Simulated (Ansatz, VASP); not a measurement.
# Cross-check of MoS2 between VASP and Ansatz

One calculation is typed for both programs; each brings its own data sets. How far apart do they land? The cell is taken from a series of runs on this material, whose earlier steps may have relaxed, scaled, displaced or heated it; both programs get it as it stands.

Main program and level: Ansatz 0.2.0; plane waves, with VASP 6.6.1 beside it; zone-centre phonons at PBE with D3(BJ).

**1. The structure**

The structure is hexagonal, space group P6_3/mmc (No. 194). Conventional cell: a = 3.115 Å, b = 3.115 Å, c = 11.617 Å, α = 90.00°, β = 90.00°, γ = 120.00°. Nearest to S lie 3 Mo at 2.39 Å. Nearest to Mo lie 6 S at 2.39 Å. Farther neighbours and most contacts between anions are not listed.

Coordinates:

```xyz
6
Lattice="3.1150 0.0000 0.0000 -1.5575 2.6976 0.0000 0.0000 0.0000 11.6169" Properties=species:S:1:pos:R:3 pbc="T T T"
S     0.0000    1.7984    7.1442
S     1.5575    0.8992    1.3357
S     0.0000    1.7984   10.2812
S     1.5575    0.8992    4.4727
Mo    0.0000    1.7984    2.9042
Mo    1.5575    0.8992    8.7127
```

**2. VASP: zone-centre phonons, PBE with D3(BJ)**

Second derivatives magnify differences that forces hide, and they need a tight electronic threshold.

Lines of VASP's logs that name or quote its potential files are left out, and so is its time.

Contents of INCAR:

```
SYSTEM = MoS2
PREC = Accurate
ENCUT = 500
EDIFF = 1E-08
NELM = 120
ISMEAR = 0
SIGMA = 0.01
LREAL = .FALSE.
ALGO = Normal
GGA = PE
IVDW = 12
NBANDS = 32
LASPH = .TRUE.
LORBIT = 11
LWAVE = .FALSE.
LCHARG = .FALSE.
ISIF = 2
IBRION = 6
NFREE = 2
POTIM = 0.015
NSW = 1
GGA_COMPAT = .FALSE.
EFERMI = MIDGAP
KPAR = 2
```

Contents of POSCAR:

```
MoS2
1.0
    3.1149529166      0.0000000000      0.0000000000
   -1.5574764583      2.6976283573      0.0000000000
    0.0000000000      0.0000000000     11.6168896143
S Mo
4 2
Direct
    0.3333333334      0.6666666668      0.6149805550
    0.6666666668      0.3333333334      0.1149805550
    0.3333333334      0.6666666668      0.8850194450
    0.6666666668      0.3333333334      0.3850194450
    0.3333333334      0.6666666668      0.2500000000
    0.6666666668      0.3333333334      0.7500000000
```

Contents of KPOINTS:

```
Automatic mesh
0
Gamma
12 12 4
0 0 0
```

PAW data sets: S and Mo_sv (PBE family, release 64).

Started as:

```sh
mpirun -np 2 vasp_std
```

Numbers of over 12 decimals in the logs are rounded to 6 here.

The log of the run:

```text
[banner, memory and clock lines left out]
running    2 mpi-ranks, on    1 nodes
 distrk:  each k-point on    1 cores,    2 groups
 distr:  one band on    1 cores,    1 groups

 POSCAR found type information on POSCAR S Mo
 POSCAR found :  2 types and       6 ions
 LDA part: xc-table for (Slater+PW92), standard interpolation
 POSCAR, INCAR and KPOINTS ok, starting setup
 FFT: planning ... GRIDC
 FFT: planning ... GRID_SOFT
 FFT: planning ... GRID
 WAVECAR not read
 entering main loop
       N       E                     dE             d eps       ncg     rms          rms(c)
DAV:   1     0.446732655214E+03    0.44673E+03   -0.29306E+04  4016   0.152E+03
DAV:   2    -0.226119427353E+02   -0.46934E+03   -0.45768E+03  4464   0.393E+02
DAV:   3    -0.455932549049E+02   -0.22981E+02   -0.22695E+02  4712   0.779E+01
DAV:   4    -0.460309755700E+02   -0.43772E+00   -0.43626E+00  4376   0.108E+01
DAV:   5    -0.460428639323E+02   -0.11888E-01   -0.11882E-01  4648   0.163E+00    0.365E+01
DAV:   6    -0.439859486429E+02    0.20569E+01   -0.17740E+01  3960   0.237E+01    0.137E+01
DAV:   7    -0.436565406974E+02    0.32941E+00   -0.83883E+00  4056   0.152E+01    0.865E+00
DAV:   8    -0.432930436282E+02    0.36350E+00   -0.14891E+00  4440   0.700E+00    0.327E+00
DAV:   9    -0.433077633614E+02   -0.14720E-01   -0.14749E-01  4848   0.188E+00    0.148E+00
DAV:  10    -0.432973996458E+02    0.10364E-01   -0.65803E-02  4304   0.148E+00    0.299E-01
DAV:  11    -0.432974523915E+02   -0.52746E-04   -0.29621E-03  4608   0.308E-01    0.183E-01
DAV:  12    -0.432973833250E+02    0.69066E-04   -0.26966E-04  4512   0.866E-02    0.961E-02
DAV:  13    -0.432973819965E+02    0.13286E-05   -0.18849E-04  4864   0.711E-02    0.191E-02
DAV:  14    -0.432973826343E+02   -0.63785E-06   -0.16026E-05  4416   0.234E-02    0.224E-02
DAV:  15    -0.432973828239E+02   -0.18957E-06   -0.13474E-06  4496   0.672E-03    0.873E-03
DAV:  16    -0.432973825308E+02    0.29305E-06   -0.14263E-06  4472   0.715E-03    0.594E-04
DAV:  17    -0.432973825777E+02   -0.46811E-07   -0.53259E-08  4024   0.141E-03    0.834E-04
DAV:  18    -0.432973825681E+02    0.95406E-08   -0.29315E-09  2808   0.331E-04
   1 F= -.46098291E+02 E0= -.46098291E+02  d E =0.000000E+00
[... from here on, the cycles between the ionic steps are left out ...]
   2 F= -.46097137E+02 E0= -.46097137E+02  d E =0.000000E+00
   3 F= -.46097137E+02 E0= -.46097137E+02  d E =0.000000E+00
   4 F= -.46096467E+02 E0= -.46096467E+02  d E =0.000000E+00
   5 F= -.46095971E+02 E0= -.46095971E+02  d E =0.000000E+00
   6 F= -.46095898E+02 E0= -.46095898E+02  d E =0.000000E+00
   7 F= -.46095898E+02 E0= -.46095898E+02  d E =0.000000E+00
   8 F= -.46094729E+02 E0= -.46094729E+02  d E =0.000000E+00
 Finite differences progress:
  Degree of freedom:   4/  4
  Displacement:        1/  2
  Total:               7/  8
 bond charge predicted
       N       E                     dE             d eps       ncg     rms          rms(c)
DAV:   1    -0.432804364182E+02    0.13376E-01   -0.56970E+00  4416   0.162E+01    0.623E-01
DAV:   2    -0.432942170828E+02   -0.13781E-01   -0.14809E-01  5320   0.246E+00    0.169E-01
DAV:   3    -0.432937849509E+02    0.43213E-03   -0.23137E-03  5520   0.313E-01    0.918E-02
DAV:   4    -0.432938060955E+02   -0.21145E-04   -0.88677E-04  5512   0.154E-01    0.557E-02
DAV:   5    -0.432938083752E+02   -0.22797E-05   -0.63198E-05  5544   0.487E-02    0.419E-02
DAV:   6    -0.432938127059E+02   -0.43307E-05   -0.10431E-05  5592   0.231E-02    0.202E-02
DAV:   7    -0.432938124188E+02    0.28710E-06   -0.37840E-06  5680   0.118E-02    0.699E-03
DAV:   8    -0.432938122463E+02    0.17249E-06   -0.20722E-06  5416   0.838E-03    0.176E-03
DAV:   9    -0.432938122750E+02   -0.28663E-07   -0.12201E-07  5176   0.210E-03    0.126E-03
DAV:  10    -0.432938122799E+02   -0.48694E-08   -0.80162E-09  3224   0.522E-04
   9 F= -.46094729E+02 E0= -.46094729E+02  d E =0.000000E+00
 Finite differences progress:
  Degree of freedom:   4/  4
  Displacement:        2/  2
  Total:               8/  8
```

Parts of OUTCAR (step 2):

```text
ion  position               nearest neighbor table
   1  0.333  0.667  0.615-   6 2.39   6 2.39   6 2.39
   2  0.667  0.333  0.115-   5 2.39   5 2.39   5 2.39
   3  0.333  0.667  0.885-   6 2.39   6 2.39   6 2.39
   4  0.667  0.333  0.385-   5 2.39   5 2.39   5 2.39
   5  0.333  0.667  0.250-   2 2.39   4 2.39   2 2.39   4 2.39   2 2.39   4 2.39
   6  0.667  0.333  0.750-   1 2.39   3 2.39   1 2.39   3 2.39   1 2.39   3 2.39

  LATTYP: Found a hexagonal cell.
 ALAT       =     3.1149529166
 C/A-ratio  =     3.7293949300

 Subroutine GETGRP returns: Found 24 space group operations
 (whereof 12 operations were pure point group operations)

The static configuration has the point symmetry D_3d.
 The point group associated with its full space group is D_6h.

 Found     57 irreducible k-points:

   k-points           NKPTS =     57   k-points in BZ     NKDIM =     57   number of bands    NBANDS=     32

   dimension x,y,z NGX =    24 NGY =   24 NGZ =   90
   dimension x,y,z NGXF=    48 NGYF=   48 NGZF=  180

   ENCUT  =  500.0 eV  36.75 Ry    6.06 a.u.   5.68  5.68 21.18*2*pi/ulx,y,z

   NELECT =      52.0000    total number of electrons

 k-points in reciprocal lattice and weights: Automatic mesh
   0.00000000  0.00000000  0.00000000       0.002
   0.08333333  0.00000000  0.00000000       0.010
   0.16666667  0.00000000  0.00000000       0.010
   0.25000000  0.00000000  0.00000000       0.010
   0.33333333 -0.00000000  0.00000000       0.010
   0.41666667  0.00000000  0.00000000       0.010
   0.50000000  0.00000000  0.00000000       0.005
   0.08333333  0.08333333  0.00000000       0.010
   0.16666667  0.08333333  0.00000000       0.021
[...]
0.33333333  0.25000000  0.50000000       0.021
   0.33333333  0.33333333  0.50000000       0.003

 Edisp (eV)   -2.80092

 average (electrostatic) potential at core
       1 -83.2803       2 -83.2831       3 -83.2765       4 -83.2743       5 -73.4240
       6 -73.4241

 E-fermi :   9.2138

 k-point     1 :       0.0000    0.0000    0.0000
  band No.  band energies     occupation
    ...
     22       6.6953      2.00000
     23       6.6953      2.00000
     24       7.3692      2.00000
     25       8.0451      2.00000
     26       8.9415      2.00000
     27      10.9224      0.00000
     28      10.9224      0.00000
     29      10.9745      0.00000
     30      10.9745      0.00000
     31      11.0203      0.00000
    ...

 k-point     2 :       0.0833    0.0000    0.0000
  band No.  band energies     occupation
    ...
     22       6.5220      2.00000
     23       6.7399      2.00000
     24       7.3980      2.00000
     25       8.0714      2.00000
     26       8.6427      2.00000
[...]
0.00000      1.79842     10.28117        -0.000000     -0.000000     -0.018871
      1.55748      0.89921      4.47273         0.000000     -0.000000     -0.246369
      0.00000      1.79842      2.88922        -0.000000     -0.000000      0.475172
      1.55748      0.89921      8.71267         0.000000      0.000000     -0.005983
 -----------------------------------------------------------------------------------
    total drift:                               -0.000000     -0.000002     -0.000119

  FREE ENERGIE OF THE ION-ELECTRON SYSTEM (eV)
  ---------------------------------------------------
  free  energy   TOTEN  =       -46.0947285080 eV

  energy  without entropy=      -46.0947285080  energy(sigma->0) =      -46.09472851

 Eigenvectors and eigenvalues of the dynamical matrix
 ----------------------------------------------------

   1 f  =   14.369187 THz    90.284264 2PiTHz  479.304485 cm-1    59.426156 meV
             X         Y         Z           dx          dy          dz
      0.000000  1.798419  7.144161     0.000000    0.000000   -0.395860
      1.557476  0.899209  1.335716    -0.000000    0.000000    0.395860
      0.000000  1.798419 10.281173     0.000000    0.000000   -0.395860
      1.557476  0.899209  4.472728     0.000000    0.000000    0.395860
      0.000000  1.798419  2.904222    -0.000000   -0.000000   -0.431960
      1.557476  0.899209  8.712667    -0.000000   -0.000000    0.431960

   2 f  =   14.102253 THz    88.607070 2PiTHz  470.400530 cm-1    58.322206 meV
             X         Y         Z           dx          dy          dz
      0.000000  1.798419  7.144161     0.000000   -0.000000    0.387099
      1.557476  0.899209  1.335716     0.000000   -0.000000    0.387099
      0.000000  1.798419 10.281173     0.000000   -0.000000    0.387099
      1.557476  0.899209  4.472728     0.000000   -0.000000    0.387099
      0.000000  1.798419  2.904222    -0.000000    0.000000   -0.447558
      1.557476  0.899209  8.712667    -0.000000    0.000000   -0.447558

   3 f  =   12.695056 THz    79.765391 2PiTHz  423.461493 cm-1    52.502510 meV
             X         Y         Z           dx          dy          dz
      0.000000  1.798419  7.144161     0.000000   -0.000000   -0.500000
      1.557476  0.899209  1.335716    -0.000000    0.000000   -0.500000
      0.000000  1.798419 10.281173     0.000000    0.000000    0.500000
      1.557476  0.899209  4.472728    -0.000000    0.000000    0.500000
      0.000000  1.798419  2.904222     0.000000   -0.000000   -0.000000
      1.557476  0.899209  8.712667    -0.000000   -0.000000    0.000000

   4 f  =   12.202549 THz    76.670879 2PiTHz  407.033233 cm-1    50.465666 meV
             X         Y         Z           dx          dy          dz
      0.000000  1.798419  7.144161    -0.000000   -0.000000    0.500000
      1.557476  0.899209  1.335716     0.000000    0.000000   -0.500000
      0.000000  1.798419 10.281173    -0.000000   -0.000000   -0.500000
      1.557476  0.899209  4.472728     0.000000    0.000000    0.500000
      0.000000  1.798419  2.904222    -0.000000   -0.000000   -0.000000
      1.557476  0.899209  8.712667     0.000000    0.000000    0.000000

   5 f  =   11.606745 THz    72.927331 2PiTHz  387.159348 cm-1    48.001620 meV
             X         Y         Z           dx          dy          dz
      0.000000  1.798419  7.144161     0.387027    0.000000    0.000000
      1.557476  0.899209  1.335716     0.387027    0.000000    0.000000
      0.000000  1.798419 10.281173     0.387027    0.000000   -0.000000
      1.557476  0.899209  4.472728     0.387027    0.000000   -0.000000
      0.000000  1.798419  2.904222    -0.447684   -0.000000   -0.000000
      1.557476  0.899209  8.712667    -0.447684   -0.000000    0.000000

   6 f  =   11.606745 THz    72.927331 2PiTHz  387.159348 cm-1    48.001620 meV
             X         Y         Z           dx          dy          dz
      0.000000  1.798419  7.144161    -0.000000    0.387027   -0.000000
      1.557476  0.899209  1.335716    -0.000000    0.387027    0.000000
      0.000000  1.798419 10.281173    -0.000000    0.387027    0.000000
      1.557476  0.899209  4.472728    -0.000000    0.387027   -0.000000
      0.000000  1.798419  2.904222     0.000000   -0.447684    0.000000
      1.557476  0.899209  8.712667     0.000000   -0.447684   -0.000000

   7 f  =   11.581099 THz    72.766192 2PiTHz  386.303885 cm-1    47.895556 meV
             X         Y         Z           dx          dy          dz
      0.000000  1.798419  7.144161    -0.388850   -0.000001   -0.000000
      1.557476  0.899209  1.335716     0.388850    0.000001   -0.000000
      0.000000  1.798419 10.281173    -0.388850   -0.000001    0.000000
      1.557476  0.899209  4.472728     0.388850    0.000001    0.000000
      0.000000  1.798419  2.904222    -0.444512   -0.000001    0.000000
      1.557476  0.899209  8.712667     0.444512    0.000001   -0.000000

   8 f  =   11.581099 THz    72.766192 2PiTHz  386.303885 cm-1    47.895556 meV
             X         Y         Z           dx          dy          dz
      0.000000  1.798419  7.144161     0.000001   -0.388850   -0.000000
      1.557476  0.899209  1.335716    -0.000001    0.388850    0.000000
      0.000000  1.798419 10.281173     0.000001   -0.388850    0.000000
      1.557476  0.899209  4.472728    -0.000001    0.388850   -0.000000
      0.000000  1.798419  2.904222     0.000001   -0.444512   -0.000000
      1.557476  0.899209  8.712667    -0.000001    0.444512    0.000000

   9 f  =    8.752663 THz    54.994606 2PiTHz  291.957424 cm-1    36.198091 meV
             X         Y         Z           dx          dy          dz
      0.000000  1.798419  7.144161    -0.500000   -0.000000    0.000000
      1.557476  0.899209  1.335716    -0.500000   -0.000000    0.000000
      0.000000  1.798419 10.281173     0.500000    0.000000   -0.000000
      1.557476  0.899209  4.472728     0.500000    0.000000   -0.000000
      0.000000  1.798419  2.904222     0.000000   -0.000000    0.000000
      1.557476  0.899209  8.712667     0.000000    0.000000    0.000000

  10 f  =    8.752663 THz    54.994606 2PiTHz  291.957424 cm-1    36.198091 meV
             X         Y         Z           dx          dy          dz
      0.000000  1.798419  7.144161     0.000000   -0.500000   -0.000000
      1.557476  0.899209  1.335716     0.000000   -0.500000    0.000000
      0.000000  1.798419 10.281173    -0.000000    0.500000    0.000000
      1.557476  0.899209  4.472728    -0.000000    0.500000   -0.000000
      0.000000  1.798419  2.904222     0.000000    0.000000   -0.000000
      1.557476  0.899209  8.712667    -0.000000    0.000000   -0.000000

  11 f  =    8.569668 THz    53.844814 2PiTHz  285.853368 cm-1    35.441285 meV
             X         Y         Z           dx          dy          dz
      0.000000  1.798419  7.144161     0.500000   -0.000000    0.000000
      1.557476  0.899209  1.335716    -0.500000    0.000000   -0.000000
      0.000000  1.798419 10.281173    -0.500000    0.000000   -0.000000
      1.557476  0.899209  4.472728     0.500000   -0.000000    0.000000
      0.000000  1.798419  2.904222     0.000000    0.000000    0.000000
      1.557476  0.899209  8.712667    -0.000000    0.000000    0.000000

  12 f  =    8.569668 THz    53.844814 2PiTHz  285.853368 cm-1    35.441285 meV
             X         Y         Z           dx          dy          dz
      0.000000  1.798419  7.144161     0.000000    0.500000    0.000000
      1.557476  0.899209  1.335716    -0.000000   -0.500000    0.000000
      0.000000  1.798419 10.281173    -0.000000   -0.500000   -0.000000
      1.557476  0.899209  4.472728     0.000000    0.500000   -0.000000
      0.000000  1.798419  2.904222    -0.000000    0.000000   -0.000000
      1.557476  0.899209  8.712667     0.000000   -0.000000    0.000000

  13 f  =    2.725234 THz    17.123149 2PiTHz   90.904016 cm-1    11.270656 meV
             X         Y         Z           dx          dy          dz
      0.000000  1.798419  7.144161     0.000000   -0.000000   -0.305442
      1.557476  0.899209  1.335716    -0.000000    0.000000    0.305442
      0.000000  1.798419 10.281173     0.000000   -0.000000   -0.305442
      1.557476  0.899209  4.472728    -0.000000    0.000000    0.305442
      0.000000  1.798419  2.904222    -0.000000    0.000000    0.559831
      1.557476  0.899209  8.712667     0.000000   -0.000000   -0.559831
    [... 42 further lines ...]
      1.557476  0.899209  4.472728    -0.087510   -0.304224    0.000000
      0.000000  1.798419  2.904222    -0.151306   -0.526009    0.000000
      1.557476  0.899209  8.712667    -0.151306   -0.526009    0.000000

 ELASTIC MODULI CONTR FROM IONIC RELAXATION (kBar)
 Direction    XX          YY          ZZ          XY          YZ          ZX
 --------------------------------------------------------------------------------
 XX        -431.6730   -252.5235   -888.7073     -0.0000     -0.0000     -0.0000
 YY        -252.5235   -431.6730   -888.7073     -0.0000     -0.0000      0.0000
 ZZ        -888.7073   -888.7073  -2308.6951     -0.0000     -0.0000      0.0000
 XY          -0.0000     -0.0000     -0.0000    -89.5748      0.0000     -0.0000
 YZ           0.0000     -0.0000     -0.0000      0.0000  -1317.5391     -0.0000
 ZX          -0.0000      0.0000      0.0000     -0.0000     -0.0000  -1317.5382
 --------------------------------------------------------------------------------

 total charge
# of ion       s       p       d       tot
------------------------------------------
    1        1.368   2.351   0.000   3.718
    2        1.368   2.351   0.000   3.718
    3        1.368   2.351   0.000   3.718
    4        1.368   2.351   0.000   3.718
    5        2.300   6.234   4.003  12.537
    6        2.300   6.234   4.003  12.537
--------------------------------------------------
tot         10.071  21.871   8.006  39.948
```

CONTCAR:

```
MoS2
   1.00000000000000
     3.1149529166000001    0.0000000000000000    0.0000000000000000
    -1.5574764583000000    2.6976283573000002    0.0000000000000000
     0.0000000000000000    0.0000000000000000   11.6168896142999998
  S               Mo
     4     2
Direct
     0.3333333333999988    0.6666666667999976    0.6149805550000025
     0.6666666667999976    0.3333333333999988    0.1149805550000025
     0.3333333333999988    0.6666666667999976    0.8850194449999975
     0.6666666667999976    0.3333333333999988    0.3850194449999975
     0.3333333333999988    0.6666666667999976    0.2487087765746233
     0.6666666667999976    0.3333333333999988    0.7500000000000000
```

This run has no spin polarisation, so a moment on Mo, if there is one, isn't seen. The last energy, forces, stress and levels in OUTCAR belong to the last displaced cell, not to the cell of POSCAR.

Levels, forces or a CONTCAR printed for this step are those of its last displaced cell, not of the structure at rest.

[end of part 1 of 2]

[Lines on the potential files, build, host, timing and source positions are cut from VASP's logs without a mark.]

[Logs are printed without paths, hosts, clocks, repeated set-up lines and the standing remarks that a program may print on its own settings, such as how far it seeks lower states.]

[Hosts, paths, dates, database ids (printed as entryN), source tags and the programs' standing remarks are cut or masked in the printed files.]
